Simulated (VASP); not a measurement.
Here is the system:

```
CELL_PARAMETERS angstrom
      1.79500    -3.10903     0.00000
      1.79500     3.10903     0.00000
      0.00000     0.00000     5.65000
ATOMIC_POSITIONS crystal
  Dy 0.33333 0.66667 0.25000
  Dy 0.66667 0.33333 0.75000
```

Calculation: SCAN meta-GGA, VASP's PBE PAW potentials (set 64) (plane waves; VASP). Run with 400 eV cut-off, 11×11×6 Γ-centred mesh, first-order Methfessel-Paxton smearing of 0.10 eV, potentials Dy_3.

The 4f electrons are frozen in the core of the lanthanide potential, so 4f levels, which can set the real gap, and their magnetism are missing.

Q: Give the stress tensor in GPa (positive for a compressed cell).

A: 
```
-0.58   0.00   0.00
 0.00  -0.58   0.00
 0.00   0.00  -2.38
```
The pressure is its mean diagonal, -1.18 GPa.

The compound is Dy in the hcp structure. The cell was not relaxed at this level. The run is one of a series of settings (GGA removed, LMIXTAU = .TRUE., METAGGA = SCAN against the base run), some of them coarse on purpose.
